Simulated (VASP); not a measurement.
## A VASP study of SrCl2 (PBE + D3(BJ)): structure first, properties next

What structure does SrCl2 take at this level, and what are its properties? The steps: full relaxation (PBE + D3(BJ)), single point with fields (PBE + D3(BJ)), band structure (PBE + D3(BJ)), density of states (PBE + D3(BJ)), core levels (PBE + D3(BJ)) and field gradients at the nuclei (PBE + D3(BJ)). The start is a cell from a database of measured crystal structures.

Method: PBE with D3(BJ); plane waves and PAW (Sr_sv, Cl), in VASP 6.6.1.

### 1. The starting structure

Before any relaxation, the start is as follows. Symmetry: Fm-3m, No. 225, cubic system. The conventional cell has a = 6.977 Å, b = 6.977 Å, c = 6.977 Å, α = 90.00°, β = 90.00°, γ = 90.00°. Sr has 8 Cl at 3.02 Å nearest. Nearest to Cl lie 4 Sr at 3.02 Å. Farther neighbours and most contacts between anions are not listed.

As a file:

```xyz
3
Lattice="0.0000 3.4884 3.4884 3.4884 0.0000 3.4884 3.4884 3.4884 0.0000" Properties=species:S:1:pos:R:3 pbc="T T T"
Sr    0.0000    0.0000    0.0000
Cl    5.2325    5.2325    5.2325
Cl    1.7442    1.7442    1.7442
```

### 2. Full relaxation (PBE + D3(BJ))

Properties are meant for the cell that this level of theory prefers, so cell and atoms are relaxed first (ISIF = 3) until forces and stress are small; EDIFFG sets the threshold. PBE, the usual starting point, adds the gradient of the density. A dispersion term adds the long-range attraction that semilocal functionals lack. D3 with Becke-Johnson damping keeps a finite attraction at short range.

Input file INCAR:

```
SYSTEM = SrCl2
PREC = Accurate
ENCUT = 400
EDIFF = 1E-06
NELM = 100
ISMEAR = 0
SIGMA = 0.05
LREAL = .FALSE.
ALGO = Normal
GGA = PE
IVDW = 12
LORBIT = 11
LWAVE = .FALSE.
LCHARG = .FALSE.
IBRION = 2
NSW = 60
ISIF = 3
EDIFFG = -0.01
```

Input file POSCAR:

```
SrCl2
1.0
    0.0000000000      3.4883500000      3.4883500000
    3.4883500000      0.0000000000      3.4883500000
    3.4883500000      3.4883500000      0.0000000000
Sr Cl
1 2
Direct
    0.0000000000      0.0000000000      0.0000000000
    0.7500000000      0.7500000000      0.7500000000
    0.2500000000      0.2500000000      0.2500000000
```

Input file KPOINTS:

```
Automatic mesh
0
Gamma
6 6 6
0 0 0
```

The projector-augmented-wave data sets are Sr_sv and Cl (PBE family, release 64).

Run with:

```console
> mpirun -np 1 vasp_std
```

Log:

```text
[banner, memory and clock lines left out]
running    1 mpi-ranks, on    1 nodes
 distrk:  each k-point on    1 cores,    1 groups
 distr:  one band on    1 cores,    1 groups

 POSCAR found type information on POSCAR SrCl
 POSCAR found :  2 types and       3 ions
 LDA part: xc-table for (Slater+PW92), standard interpolation
 POSCAR, INCAR and KPOINTS ok, starting setup
 FFT: planning ... GRIDC
 FFT: planning ... GRID_SOFT
 FFT: planning ... GRID
 WAVECAR not read
 entering main loop
       N       E                     dE             d eps       ncg     rms          rms(c)
DAV:   1     0.134121126916E+03    0.13412E+03   -0.10170E+04   512   0.109E+03
DAV:   2    -0.508045122873E+01   -0.13920E+03   -0.13604E+03   656   0.231E+02
DAV:   3    -0.128706048125E+02   -0.77902E+01   -0.77841E+01   744   0.587E+01
DAV:   4    -0.130562131023E+02   -0.18561E+00   -0.18557E+00   872   0.708E+00
DAV:   5    -0.130582425138E+02   -0.20294E-02   -0.20294E-02   736   0.655E-01    0.130E+01
DAV:   6    -0.127625109435E+02    0.29573E+00   -0.78003E-01   664   0.507E+00    0.845E+00
DAV:   7    -0.127725425090E+02   -0.10032E-01   -0.45480E-01   808   0.416E+00    0.204E+00
DAV:   8    -0.127769258394E+02   -0.43833E-02   -0.63508E-02   632   0.147E+00    0.317E-01
DAV:   9    -0.127783505963E+02   -0.14248E-02   -0.24599E-03   712   0.306E-01    0.119E-01
DAV:  10    -0.127797013625E+02   -0.13508E-02   -0.11405E-03   568   0.221E-01    0.302E-02
DAV:  11    -0.127797797070E+02   -0.78344E-04   -0.10446E-04   808   0.575E-02    0.372E-02
DAV:  12    -0.127797913227E+02   -0.11616E-04   -0.14607E-05   600   0.219E-02    0.123E-02
DAV:  13    -0.127797943282E+02   -0.30055E-05   -0.74841E-06   664   0.150E-02    0.295E-03
DAV:  14    -0.127797942970E+02    0.31250E-07   -0.26777E-07   528   0.379E-03
   1 F= -.13444120E+02 E0= -.13444120E+02  d E =-.134441E+02
 curvature:   0.00 expect dE= 0.000E+00 dE for cont linesearch  0.000E+00
 trial: gam= 0.00000 g(F)=  0.147E-48 g(S)=  0.790E-03 ort = 0.000E+00 (trialstep = 0.100E+01)
 search vector abs. value=  0.790E-03
 bond charge predicted
       N       E                     dE             d eps       ncg     rms          rms(c)
DAV:   1    -0.127813735540E+02   -0.15792E-02   -0.12658E-01   624   0.255E+00    0.523E-01
DAV:   2    -0.127768416883E+02    0.45319E-02   -0.10832E-02   584   0.683E-01    0.182E-01
DAV:   3    -0.127758918174E+02    0.94987E-03   -0.29862E-03   920   0.333E-01    0.128E-01
DAV:   4    -0.127759141139E+02   -0.22297E-04   -0.20439E-04   912   0.822E-02    0.843E-02
DAV:   5    -0.127759508560E+02   -0.36742E-04   -0.85359E-05   920   0.479E-02    0.226E-02
DAV:   6    -0.127759540560E+02   -0.32000E-05   -0.34370E-06   680   0.143E-02    0.399E-03
DAV:   7    -0.127759549613E+02   -0.90528E-06   -0.23292E-07   432   0.446E-03
   2 F= -.13444535E+02 E0= -.13444535E+02  d E =-.415125E-03
 trial-energy change:   -0.000415  1 .order   -0.000415   -0.000790   -0.000041
 step:   1.0542(harm=  1.0542)  dis= 0.00000  next Energy=   -13.444536 (dE=-0.416E-03)
 reached required accuracy - stopping structural energy minimisation
```

Wall time 18 s (1 MPI rank of Intel Xeon Platinum 8375C at 2.90GHz (Ice Lake), shared host); peak memory 0.19 GiB.

Lines that name or quote the potential files are left out of all logs, and their timing lines are given in words.

From OUTCAR (step 2):

```text
ion  position               nearest neighbor table
   1  0.000  0.000  0.000-   2 3.02   2 3.02   2 3.02   2 3.02   3 3.02   3 3.02   3 3.02   3 3.02

  LATTYP: Found a face centered cubic cell.
 ALAT       =     6.9767000000

 Subroutine GETGRP returns: Found 48 space group operations
 (whereof 48 operations were pure point group operations)

The static configuration has the point symmetry O_h .

 Found     16 irreducible k-points:

   k-points           NKPTS =     16   k-points in BZ     NKDIM =     16   number of bands    NBANDS=     16

   dimension x,y,z NGX =    32 NGY =   32 NGZ =   32
   dimension x,y,z NGXF=    64 NGYF=   64 NGZF=   64

   ENCUT  =  400.0 eV  29.40 Ry    5.42 a.u.   8.04  8.04  8.04*2*pi/ulx,y,z

   NELECT =      24.0000    total number of electrons

 k-points in reciprocal lattice and weights: Automatic mesh
   0.00000000  0.00000000  0.00000000       0.005
   0.16666667  0.00000000  0.00000000       0.037
   0.33333333  0.00000000  0.00000000       0.037
   0.50000000  0.00000000  0.00000000       0.019
   0.16666667  0.16666667  0.00000000       0.028
   0.33333333  0.16666667  0.00000000       0.111
   0.50000000  0.16666667  0.00000000       0.111
  -0.33333333  0.16666667  0.00000000       0.111
  -0.16666667  0.16666667  0.00000000       0.056
[...]
-0.33333333  0.33333333  0.16666667       0.111
  -0.33333333  0.50000000  0.16666667       0.056

 Edisp (eV)   -0.66433

 average (electrostatic) potential at core
       1 -38.6856       2 -93.0935       3 -93.0935

 E-fermi :   0.4427

 k-point     1 :       0.0000    0.0000    0.0000
  band No.  band energies     occupation
    ...
      8      -1.9532      2.00000
      9      -1.9532      2.00000
     10      -0.1452      2.00000
     11      -0.1452      2.00000
     12      -0.1452      2.00000
     13       5.5534      0.00000
     14       6.2880      0.00000
     15       6.2880      0.00000
     16       9.2390      0.00000

 k-point     2 :       0.1667    0.0000    0.0000
  band No.  band energies     occupation
    ...
      8      -1.8510      2.00000
      9      -1.7650      2.00000
     10      -0.4584      2.00000
     11      -0.2959      2.00000
     12      -0.2959      2.00000
     13       6.1469      0.00000
     14       6.4984      0.00000
     15       6.4984      0.00000
     16       8.2293      0.00000

 k-point     3 :       0.3333    0.0000    0.0000
  band No.  band energies     occupation
    ...
      8      -1.5930      2.00000
      9      -1.4069      2.00000
     10      -0.9822      2.00000
     11      -0.6289      2.00000
     12      -0.6289      2.00000
     13       6.8214      0.00000
     14       6.8214      0.00000
     15       7.0434      0.00000
     16       8.2337      0.00000

 Edisp (eV)   -0.66858

  Total      -0.00658    -0.00658    -0.00658     0.00000     0.00000     0.00000
  in kB      -0.12492    -0.12492    -0.12492     0.00000     0.00000     0.00000
  external pressure =       -0.12 kB  Pullay stress =        0.00 kB

  energy-cutoff  :      400.00
  volume of cell :       84.37
      direct lattice vectors                 reciprocal lattice vectors
     0.000000000  3.481173594  3.481173594    -0.143629723  0.143629723  0.143629723
     3.481173594  0.000000000  3.481173594     0.143629723 -0.143629723  0.143629723
     3.481173594  3.481173594 -0.000000000     0.143629723  0.143629723 -0.143629723

 POSITION                                       TOTAL-FORCE (eV/Angst)
 -----------------------------------------------------------------------------------
      3.48117      0.00000      3.48117        -0.000000      0.000000     -0.000000
      5.22176      5.22176      5.22176        -0.000000     -0.000000      0.000000
      1.74059      1.74059      1.74059         0.000000      0.000000     -0.000000
 -----------------------------------------------------------------------------------
    total drift:                                0.000000     -0.000000      0.000000

  FREE ENERGIE OF THE ION-ELECTRON SYSTEM (eV)
  ---------------------------------------------------
  free  energy   TOTEN  =       -13.4445347283 eV

  energy  without entropy=      -13.4445347283  energy(sigma->0) =      -13.44453473

 reached required accuracy - stopping structural energy minimisation

 total charge
# of ion       s       p       d       tot
------------------------------------------
    1        1.997   5.769   0.155   7.920
    2        1.592   3.584   0.000   5.177
    3        1.592   3.584   0.000   5.177
--------------------------------------------------
tot          5.182  12.937   0.155  18.273

[... 3 further parts left out ...]
```

The gap is read on the k-mesh alone, so it is an upper bound where the band edges lie off the mesh. The run keeps the 48 symmetry operations of its start, so it cannot find a distortion of lower symmetry.

The steps of the relaxation:

| step | energy less that of the first step (eV) | largest force (eV/Å) | pressure (GPa) | volume (Å³) |
| --- | --- | --- | --- | --- |
| 1 | 0.0000 | 0.0000 | -0.24 | 84.90 |
| 2 | -0.0004 | 0.0000 | -0.01 | 84.37 |

```csv
"conventional cell, symmetrised",before,after,change
a (Å),6.977,6.962,-0.2 %
b (Å),6.977,6.962,-0.2 %
c (Å),6.977,6.962,-0.2 %
volume (Å³/atom),28.30,28.12,-0.6 %
```

Final coordinates:

```xyz
3
Lattice="0.0000 3.4812 3.4812 3.4812 0.0000 3.4812 3.4812 3.4812 0.0000" Properties=species:S:1:pos:R:3 pbc="T T T"
Sr    0.0000    0.0000    0.0000
Cl    5.2218    5.2218    5.2218
Cl    1.7406    1.7406    1.7406
```

Numbers from this step:

| Property | Result |
| --- | --- |
| electrons | 24 |
| bands | 16 |
| irreducible k-points | 16 |
| symmetry operations | 48 |
| free energy (TOTEN) | -13.44 eV |
| Fermi energy | 0.4427 eV |
| pressure | -0.01249 GPa |
| metallic | no |
| valence top at k | 0.5, 0.5, 0 |
| conduction bottom at k | 0, 0, 0 |
| least direct gap at k | 0.5, 0.5, 0 |
| SCF cycles over all ionic steps | 21 |
| gap on the k-mesh | 5.359 eV |
| least direct gap on the k-mesh | 5.501 eV |

It ends with forces that vanish by symmetry and a pressure of -0.01 GPa. The volume lies -0.6 % from that of the database's start, which holds the thermal and zero-point expansion of its experiment.

### 3. Single point with fields (PBE + D3(BJ))

A single point on the relaxed cell gives a clean self-consistent state, with density, ELF and potential written out.

INCAR, as its differences from that of step 2:

```diff
@@ -13,6 +13,5 @@
 LWAVE = .FALSE.
-LCHARG = .FALSE.
-IBRION = 2
-NSW = 60
-ISIF = 3
-EDIFFG = -0.01
+LCHARG = .TRUE.
+ISIF = 2
+LELF = .TRUE.
+LVHAR = .TRUE.
```

Input file POSCAR:

```
SrCl2
1.0
    0.0000000000      3.4811735938      3.4811735938
    3.4811735938      0.0000000000      3.4811735938
    3.4811735938      3.4811735938      0.0000000000
Sr Cl
1 2
Direct
    0.0000000000      0.0000000000      0.0000000000
    0.7500000000      0.7500000000      0.7500000000
    0.2500000000      0.2500000000      0.2500000000
```

KPOINTS is that of step 2.

Run with:

```console
> mpirun -np 1 vasp_std
```

Log:

```text
[... set-up lines as in an earlier step ...]
 entering main loop
       N       E                     dE             d eps       ncg     rms          rms(c)
DAV:   1     0.132293103694E+03    0.13229E+03   -0.10161E+04   512   0.110E+03
DAV:   2    -0.521201848469E+01   -0.13751E+03   -0.13448E+03   672   0.228E+02
DAV:   3    -0.128330712018E+02   -0.76211E+01   -0.76140E+01   728   0.586E+01
DAV:   4    -0.130506499532E+02   -0.21758E+00   -0.21753E+00   872   0.731E+00
DAV:   5    -0.130520280324E+02   -0.13781E-02   -0.13780E-02   736   0.641E-01    0.132E+01
DAV:   6    -0.127586525648E+02    0.29338E+00   -0.77198E-01   672   0.506E+00    0.856E+00
DAV:   7    -0.127687004404E+02   -0.10048E-01   -0.45247E-01   784   0.417E+00    0.201E+00
DAV:   8    -0.127728102960E+02   -0.41099E-02   -0.63971E-02   632   0.148E+00    0.313E-01
DAV:   9    -0.127743437321E+02   -0.15334E-02   -0.25801E-03   752   0.316E-01    0.117E-01
DAV:  10    -0.127756070083E+02   -0.12633E-02   -0.10874E-03   568   0.214E-01    0.318E-02
DAV:  11    -0.127756934158E+02   -0.86408E-04   -0.11035E-04   800   0.600E-02    0.395E-02
DAV:  12    -0.127757020675E+02   -0.86517E-05   -0.12686E-05   656   0.202E-02    0.143E-02
DAV:  13    -0.127757054212E+02   -0.33537E-05   -0.98054E-06   640   0.169E-02    0.364E-03
DAV:  14    -0.127757053159E+02    0.10530E-06   -0.36142E-07   536   0.417E-03
   1 F= -.13444285E+02 E0= -.13444285E+02  d E =-.795760E-14
```

It took 13 s on 1 MPI rank; peak memory 0.18 GiB.

Parts of OUTCAR (step 3):

```text
  LATTYP: Found a face centered cubic cell.
 ALAT       =     6.9623471876

The static configuration has the point symmetry O_h .

 Found     16 irreducible k-points:

   ENCUT  =  400.0 eV  29.40 Ry    5.42 a.u.   8.03  8.03  8.03*2*pi/ulx,y,z

   NELECT =      24.0000    total number of electrons

 E-fermi :   0.4427

 k-point     1 :       0.0000    0.0000    0.0000
  band No.  band energies     occupation
    ...
      8      -1.9531      2.00000
      9      -1.9531      2.00000
     10      -0.1450      2.00000
     11      -0.1450      2.00000
     12      -0.1450      2.00000
     13       5.5533      0.00000
     14       6.2880      0.00000
     15       6.2880      0.00000
     16       9.2391      0.00000

 k-point     2 :       0.1667    0.0000    0.0000
  band No.  band energies     occupation
    ...
      8      -1.8508      2.00000
      9      -1.7648      2.00000
     10      -0.4582      2.00000
     11      -0.2958      2.00000
     12      -0.2958      2.00000
     13       6.1468      0.00000
     14       6.4984      0.00000
     15       6.4984      0.00000
     16       8.2293      0.00000

 Edisp (eV)   -0.66858

  Total      -0.00912    -0.00912    -0.00912    -0.00000     0.00000     0.00000
  in kB      -0.17312    -0.17312    -0.17312    -0.00000     0.00000     0.00000
  external pressure =       -0.17 kB  Pullay stress =        0.00 kB

  energy-cutoff  :      400.00
  volume of cell :       84.37
      direct lattice vectors                 reciprocal lattice vectors
     0.000000000  3.481173594  3.481173594    -0.143629723  0.143629723  0.143629723
     3.481173594  0.000000000  3.481173594     0.143629723 -0.143629723  0.143629723
     3.481173594  3.481173594  0.000000000     0.143629723  0.143629723 -0.143629723

 POSITION                                       TOTAL-FORCE (eV/Angst)
 -----------------------------------------------------------------------------------
      0.00000      0.00000      0.00000         0.000000     -0.000000      0.000000
      5.22176      5.22176      5.22176        -0.000000     -0.000000     -0.000000
      1.74059      1.74059      1.74059         0.000000      0.000000      0.000000
 -----------------------------------------------------------------------------------
    total drift:                                0.000000     -0.000000      0.000000

  FREE ENERGIE OF THE ION-ELECTRON SYSTEM (eV)
  ---------------------------------------------------
  free  energy   TOTEN  =       -13.4442850828 eV

  energy  without entropy=      -13.4442850828  energy(sigma->0) =      -13.44428508

 total charge
# of ion       s       p       d       tot
------------------------------------------
    1        1.997   5.769   0.155   7.920
    2        1.592   3.584   0.000   5.176
    3        1.592   3.584   0.000   5.176
--------------------------------------------------
tot          5.182  12.937   0.155  18.273

[... 4 parts as in an earlier step ...]

[... 6 further parts left out ...]
```

This step gave:

```yaml
scf_cycles: 14
pressure: -0.01731 GPa
```

Valence electrons inside each PAW sphere by angular momentum. Sphere charges, by row:

```
atom  s (e)  p (e)  d (e)  tot (e)
 Sr1  1.997  5.769  0.155     7.92
 Cl2  1.592  3.584      0    5.176
 Cl3  1.592  3.584      0    5.176
```

Valence density in the ac plane of a cell with a along [110], b along [-110] and c along [001] of the cube at fractional y = 0.000, with atoms of Sr and Cl within 0.2 Å of it. It is the smooth field of the valence electrons, not physical close to the nuclei.

Values in e/Å³, 10 rows by 16 columns, each cell a mean:
```
2.4 0.8 0.1 0.2 0.2 0.1 0.5 2.1 2.4 0.8 0.1 0.2 0.2 0.1 0.5 2.1
0.4 0.2 0.4 1.2 1.3 0.6 0.2 0.3 0.4 0.2 0.4 1.2 1.3 0.6 0.2 0.3
0.0 0.1 0.6 1.4 1.2 0.9 0.1 0.0 0.0 0.1 0.6 1.4 1.2 0.9 0.1 0.0
0.0 0.0 0.2 0.9 1.0 0.4 0.1 0.0 0.0 0.0 0.2 0.9 1.0 0.4 0.1 0.0
0.0 0.0 0.0 0.1 0.1 0.1 0.0 0.0 0.0 0.0 0.0 0.1 0.1 0.1 0.0 0.0
0.0 0.0 0.1 0.2 0.2 0.1 0.0 0.0 0.0 0.0 0.1 0.2 0.2 0.1 0.0 0.0
0.0 0.0 0.3 1.1 1.3 0.5 0.1 0.0 0.0 0.0 0.3 1.1 1.3 0.5 0.1 0.0
0.0 0.1 0.6 1.4 1.2 0.9 0.1 0.0 0.0 0.1 0.6 1.4 1.2 0.9 0.1 0.0
0.7 0.2 0.3 0.9 1.0 0.4 0.2 0.6 0.7 0.2 0.3 0.9 1.0 0.4 0.2 0.6
2.8 1.0 0.1 0.1 0.1 0.1 0.6 2.4 2.8 1.0 0.1 0.1 0.1 0.1 0.6 2.4
```
Columns run along a (9.8 Å), rows up along c (7.0 Å), edges of the conventional cell, whose origin can differ from the input's. Atoms in or near the plane, at fractional coordinates: Sr at (0.00, 0.00), Sr at (0.50, 0.00), Cl at (0.25, 0.75), Cl at (0.75, 0.75), Cl at (0.25, 0.25), Cl at (0.75, 0.25).

Electrostatic potential energy in the ac plane of a cell with a along [110], b along [-110] and c along [001] of the cube at fractional y = 0.000, with atoms of Sr and Cl within 0.2 Å of it. With pseudopotentials it is smooth inside the atoms' cores, unlike the true potential.

Values in eV, 10 rows by 16 columns, each cell a mean:
```
-20  -9   1   4   4   3  -6 -18 -20  -9   1   4   4   3  -6 -18
 -5   0   1 -29 -38  -3   1  -4  -5   0   1 -29 -38  -3   1  -4
  4   5  -3 -66 -76 -15   4   4   4   5  -3 -66 -76 -15   4   4
  6   6   4 -15 -21   1   6   6   6   6   4 -15 -21   1   6   6
  6   6   6   5   5   6   6   6   6   6   6   5   5   6   6   6
  6   6   6   5   4   6   6   6   6   6   6   5   4   6   6   6
  6   6   3 -29 -38  -2   6   6   6   6   3 -29 -38  -2   6   6
  3   4  -3 -66 -76 -16   4   3   3   4  -3 -66 -76 -16   4   3
 -9  -2   2 -15 -21   0  -1  -7  -9  -2   2 -15 -21   0  -1  -7
-23 -11   1   5   5   3  -7 -20 -23 -11   1   5   5   3  -7 -20
```
Columns run along a (9.8 Å; values clipped at the 3rd and 97th percentile), rows up along c (7.0 Å), edges of the conventional cell, whose origin can differ from the input's. Atoms in or near the plane, at fractional coordinates: Sr at (0.00, 0.00), Sr at (0.50, 0.00), Cl at (0.25, 0.75), Cl at (0.75, 0.75), Cl at (0.25, 0.25), Cl at (0.75, 0.25).

ELF in the ac plane of a cell with a along [110], b along [-110] and c along [001] of the cube at fractional y = 0.000, with atoms of Sr and Cl within 0.2 Å of it. It is the smooth field of the valence electrons, not physical close to the nuclei.

Values, 10 rows by 16 columns, each cell a mean:
```
0.75 0.61 0.17 0.43 0.46 0.24 0.44 0.76 0.75 0.61 0.17 0.43 0.46 0.24 0.44 0.76
0.43 0.18 0.62 0.85 0.82 0.75 0.24 0.37 0.43 0.18 0.62 0.85 0.82 0.75 0.24 0.37
0.02 0.25 0.80 0.71 0.61 0.84 0.43 0.03 0.02 0.25 0.80 0.71 0.61 0.84 0.43 0.03
0.01 0.18 0.64 0.82 0.83 0.73 0.30 0.02 0.01 0.18 0.64 0.82 0.83 0.73 0.30 0.02
0.00 0.03 0.15 0.27 0.29 0.18 0.05 0.00 0.00 0.03 0.15 0.27 0.29 0.18 0.05 0.00
0.00 0.05 0.25 0.44 0.46 0.32 0.10 0.01 0.00 0.05 0.25 0.44 0.46 0.32 0.10 0.01
0.01 0.22 0.71 0.83 0.81 0.78 0.36 0.03 0.01 0.22 0.71 0.83 0.81 0.78 0.36 0.03
0.04 0.23 0.79 0.72 0.62 0.85 0.40 0.04 0.04 0.23 0.79 0.72 0.62 0.85 0.40 0.04
0.60 0.27 0.51 0.83 0.84 0.66 0.21 0.54 0.60 0.27 0.51 0.83 0.84 0.66 0.21 0.54
0.68 0.67 0.14 0.26 0.29 0.13 0.51 0.75 0.68 0.67 0.14 0.26 0.29 0.13 0.51 0.75
```
Columns run along a (9.8 Å), rows up along c (7.0 Å), edges of the conventional cell, whose origin can differ from the input's. Atoms in or near the plane, at fractional coordinates: Sr at (0.00, 0.00), Sr at (0.50, 0.00), Cl at (0.25, 0.75), Cl at (0.75, 0.75), Cl at (0.25, 0.25), Cl at (0.75, 0.25).

In this run the pressure is -0.02 GPa, small enough to go on.

[end of part 1 of 2]

[Lines on the potential files, build, host, timing and source positions are cut from VASP's logs without a mark.]

[Logs are printed without paths, hosts, clocks, repeated set-up lines and the standing remarks that a program may print on its own settings, such as how far it seeks lower states.]

[Hosts, paths, dates, database ids (printed as entryN), source tags and the programs' standing remarks are cut or masked in the printed files.]

[A measured line is paired with the nearest computed mode of its activity, which favours agreement.]
